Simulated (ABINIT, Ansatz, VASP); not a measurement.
Code comparison for Ca3GeN (Pm-3m, 5 atoms in the cell)

Self-consistent single point.

```
Ca3GeN
1.0
    4.80418     0.00000     0.00000
    0.00000     4.80418     0.00000
    0.00000     0.00000     4.80418
Ca Ge N
3 1 1
Direct
  0.50000   0.00000   0.50000
  0.00000   0.50000   0.50000
  0.50000   0.50000   0.00000
  0.00000   0.00000   0.00000
  0.50000   0.50000   0.50000
```

Shared settings, as Ansatz (a quantum-chemistry and plane-wave program) writes them: kpoints.mp_grid.grid = 7 7 7; scf.occupations.method = fermi_dirac; scf.occupations.width = 0.1 eV. Potentials and cutoffs stand in the table.

```json
[
 {"code": "Ansatz", "model": "PBEsol, PAW files made with PBE", "pressure (GPa)": "-1.73", "cutoff": "default"},
 {"code": "ABINIT", "model": "PBEsol, norm-conserving pseudopotentials (PseudoDojo nc-sr-04 PBEsol standard)", "pressure (GPa)": "-1.72", "cutoff": "42 Ha"},
 {"code": "VASP", "model": "PBEsol, VASP's PBE PAW potentials (set 64)", "pressure (GPa)": "-2.16", "cutoff": "400 eV"}
]
```

The spread over the programs that give each value: pressure within 0.44 GPa.

Ansatz's pressure is given at a fixed set of plane waves, as the other plane-wave codes print theirs; with its correction for the finite basis it is -1.68 GPa.

VASP's run is marked for a possible Pulay error in its stress at this cutoff; no cutoff test was made.

The starting cell comes from a database of computed structures (which also holds hypothetical and non-ambient phases and stackings), without a prior relaxation at this level.

Left out of this page: GPAW, CP2K, Elk, FLEUR and SIESTA (not drawn, or without a comparable value).

Keys are those of Ansatz 0.2.
